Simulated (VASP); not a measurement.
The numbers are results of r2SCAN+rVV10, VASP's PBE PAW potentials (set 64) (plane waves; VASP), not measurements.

A VASP calculation is set up with these files.

KPOINTS:
```
Automatic mesh
0
Gamma
10 10 10
0 0 0
```

INCAR:
```
! general
SYSTEM    =  SrMg
PREC      =  Accurate
ENCUT     =  400
LREAL     =  .False.
LASPH     =  .True.

! electronic loop
EDIFF     =  1E-7
NELM      =  100
ALGO      =  Normal
LMAXMIX   =  4
LMIXTAU   =  .True.

! smearing
ISMEAR    =  -5

! functional
METAGGA   =  R2SCAN
LUSE_VDW  =  .True.
BPARAM    =  11.95
CPARAM    =  0.0093

! ions
ISIF      =  2

! output
LWAVE     =  .False.
LCHARG    =  .False.
LORBIT    =  11
NEDOS     =  601
```

KPOINTS_OPT:
```
k-points along high-symmetry lines
10
Line-mode
Reciprocal
  0.000000   0.000000   0.000000 ! GAMMA
  0.000000   0.500000   0.000000 ! X

  0.000000   0.500000   0.000000 ! X
  0.500000   0.500000   0.000000 ! M

  0.500000   0.500000   0.000000 ! M
  0.000000   0.000000   0.000000 ! GAMMA

  0.000000   0.000000   0.000000 ! GAMMA
  0.500000   0.500000   0.500000 ! R

  0.500000   0.500000   0.500000 ! R
  0.000000   0.500000   0.000000 ! X

  0.500000   0.500000   0.500000 ! R
  0.500000   0.500000   0.000000 ! M
```

File POSCAR:
```
SrMg
1
    4.1749968852    -0.0000000000     0.0000000000
   -0.0000000000     4.1749968852    -0.0000000000
    0.0000000000     0.0000000000     4.1749968852
Mg Sr
1 1
Direct
  0.0000000000   0.0000000000   0.0000000000
  0.5000000000   0.5000000000   0.5000000000
```

POTCAR, in this order: Mg Sr_sv (PBE.64 set). Program: vasp_std.

What VASP printed:

OSZICAR:
```
       N       E                     dE             d eps       ncg     rms          rms(c)
DAV:   1     0.223519549942E+02    0.22352E+02   -0.51117E+03  1144   0.814E+02
DAV:   2    -0.187676479978E+02   -0.41120E+02   -0.40542E+02  1290   0.168E+02
DAV:   3    -0.226515259520E+02   -0.38839E+01   -0.38692E+01  2072   0.396E+01
DAV:   4    -0.227395655439E+02   -0.88040E-01   -0.88183E-01  1448   0.628E+00
DAV:   5    -0.227423673981E+02   -0.28019E-02   -0.28080E-02  1746   0.737E-01    0.118E+01
DAV:   6    -0.189892229468E+02    0.37531E+01   -0.36837E+00  1312   0.940E+00    0.868E+00
DAV:   7    -0.189181710374E+02    0.71052E-01   -0.11855E+00  1312   0.869E+00    0.198E+00
DAV:   8    -0.193605719655E+02   -0.44240E+00   -0.13489E+00  1288   0.558E+00    0.405E+00
DAV:   9    -0.189901229262E+02    0.37045E+00   -0.85856E-01  1242   0.527E+00    0.436E-01
DAV:  10    -0.189656608799E+02    0.24462E-01   -0.69857E-02  1206   0.333E+00    0.350E-01
DAV:  11    -0.189701499405E+02   -0.44891E-02   -0.53339E-03  1254   0.775E-01    0.448E-01
DAV:  12    -0.189683585596E+02    0.17914E-02   -0.10966E-02  1264   0.999E-01    0.205E-01
DAV:  13    -0.189669551814E+02    0.14034E-02   -0.46526E-03  1186   0.859E-01    0.147E-01
DAV:  14    -0.189663272995E+02    0.62788E-03   -0.64718E-04  1640   0.204E-01    0.117E-01
DAV:  15    -0.189691298089E+02   -0.28025E-02   -0.68214E-03  1126   0.970E-01    0.109E-01
DAV:  16    -0.189691054404E+02    0.24368E-04   -0.71768E-05  1392   0.697E-02    0.836E-02
DAV:  17    -0.189691064748E+02   -0.10343E-05   -0.29335E-06  1366   0.209E-02    0.841E-02
DAV:  18    -0.189691059031E+02    0.57166E-06   -0.51138E-05  1148   0.810E-02    0.796E-02
DAV:  19    -0.189691846748E+02   -0.78772E-04   -0.69825E-05  1244   0.104E-01    0.365E-02
DAV:  20    -0.189691741001E+02    0.10575E-04   -0.30883E-05  1138   0.578E-02    0.148E-02
DAV:  21    -0.189691807547E+02   -0.66546E-05   -0.23567E-06  1434   0.144E-02    0.877E-03
DAV:  22    -0.189691790811E+02    0.16736E-05   -0.87065E-06  1184   0.358E-02    0.530E-03
DAV:  23    -0.189691804607E+02   -0.13796E-05   -0.14617E-06  1160   0.120E-02    0.301E-03
DAV:  24    -0.189691809014E+02   -0.44073E-06   -0.28668E-07  1282   0.507E-03    0.171E-03
DAV:  25    -0.189691799696E+02    0.93188E-06   -0.57586E-08   594   0.285E-03    0.115E-03
DAV:  26    -0.189691805553E+02   -0.58575E-06   -0.23834E-07  1256   0.504E-03    0.203E-03
DAV:  27    -0.189691801596E+02    0.39572E-06   -0.20758E-08   578   0.156E-03    0.120E-03
DAV:  28    -0.189691803856E+02   -0.22607E-06   -0.67586E-09   578   0.892E-04    0.834E-04
DAV:  29    -0.189691804724E+02   -0.86725E-07   -0.64469E-09   578   0.837E-04
   1 F= -.18969180E+02 E0= -.18969180E+02  d E =0.000000E+00
       N       E                     dE             ncg
       N       E                     dE             ncg
```

### OUTCAR
```
------------------------ aborting loop because EDIFF is reached ----------------------------------------
  FORCE on cell =-STRESS in cart. coord.  units (eV):
  Direction    XX          YY          ZZ          XY          YZ          ZX
  --------------------------------------------------------------------------------------
  Total        0.0133420      0.0133420      0.0133420      0.0000000      0.0000000      0.0000000
  in kB        0.2937401      0.2937401      0.2937401      0.0000000      0.0000000      0.0000000
  external PRESSURE =       0.2937401 kB  Pullay stress =       0.0000000 kB
  volume of cell :       72.77
      direct lattice vectors                 reciprocal lattice vectors
     4.174996885  0.000000000  0.000000000     0.239521137  0.000000000  0.000000000
     0.000000000  4.174996885  0.000000000     0.000000000  0.239521137  0.000000000
     0.000000000  0.000000000  4.174996885     0.000000000  0.000000000  0.239521137
 POSITION                                       TOTAL-FORCE (eV/Angst)
 -----------------------------------------------------------------------------------
      0.00000      0.00000      0.00000         0.000000      0.000000      0.000000
      2.08750      2.08750      2.08750         0.000000      0.000000      0.000000
 -----------------------------------------------------------------------------------
    total drift:                                0.000000      0.000000      0.000000
  FREE ENERGIE OF THE ION-ELECTRON SYSTEM (eV)
  ---------------------------------------------------
  free  energy   TOTEN  =       -18.9691804724 eV

  energy  without entropy=      -18.9691804724  energy(sigma->0) =      -18.96918047

 total charge

# of ion       s       p       d       tot
------------------------------------------
    1        0.230   0.101   0.003   0.335
    2        2.038   5.824   0.175   8.037
--------------------------------------------------
tot          2.268   5.926   0.178   8.372
```
(Selected blocks of OUTCAR.)

For a metal the tetrahedron method with Blöchl corrections gives inexact stress and forces.

The structure comes from a measured SrMg entry (Pm-3m) of the Crystallography Open Database, whose conditions weren't checked. It was relaxed first, which changed the volume by +23 %.
